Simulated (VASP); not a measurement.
OSZICAR of a VASP run on PtAl$_{2}$ (fluorite):

OSZICAR:
```
       N       E                     dE             d eps       ncg     rms          rms(c)
DAV:   1     0.399428584928E+02    0.39943E+02   -0.57108E+03   728   0.905E+02
DAV:   2    -0.151761993881E+02   -0.55119E+02   -0.49681E+02   880   0.166E+02
DAV:   3    -0.167158796277E+02   -0.15397E+01   -0.15267E+01   876   0.273E+01
DAV:   4    -0.167298396000E+02   -0.13960E-01   -0.13953E-01   828   0.305E+00
DAV:   5    -0.167300677831E+02   -0.22818E-03   -0.22816E-03   896   0.410E-01    0.782E+00
DAV:   6    -0.163128327340E+02    0.41724E+00   -0.24521E+00   788   0.152E+01    0.208E+00
DAV:   7    -0.162311027933E+02    0.81730E-01   -0.22170E-01   760   0.471E+00    0.158E+00
DAV:   8    -0.162023510059E+02    0.28752E-01   -0.36161E-02   784   0.185E+00    0.257E-01
DAV:   9    -0.162023244678E+02    0.26538E-04   -0.21198E-03   824   0.448E-01    0.166E-01
DAV:  10    -0.162024977557E+02   -0.17329E-03   -0.34477E-04   748   0.153E-01    0.190E-02
DAV:  11    -0.162024961378E+02    0.16179E-05   -0.20941E-05   836   0.472E-02    0.909E-03
DAV:  12    -0.162024986419E+02   -0.25041E-05   -0.62855E-06   744   0.182E-02    0.194E-03
DAV:  13    -0.162024985796E+02    0.62294E-07   -0.37518E-07   516   0.621E-03
   1 F= -.16202499E+02 E0= -.16202381E+02  d E =-.235333E-03
```

Problem. Which electronic solver shows in the log?

Solution. It is blocked Davidson (ALGO = Normal, or the opening steps of other solvers). The INCAR had ALGO = Normal.

Problem. Can the final energy be trusted as converged?

Solution. Self-consistency was reached. It stopped with EDIFF = 1E-6, NELM = 100 (PBE GGA, plane waves, VASP's PBE PAW potentials (set 64)).

The compound is PtAl2 in the fluorite structure. The cell was not relaxed at this level. The run is one of a series of settings (ISMEAR = -1, SIGMA = 0.01 against the base run), some of them coarse on purpose.
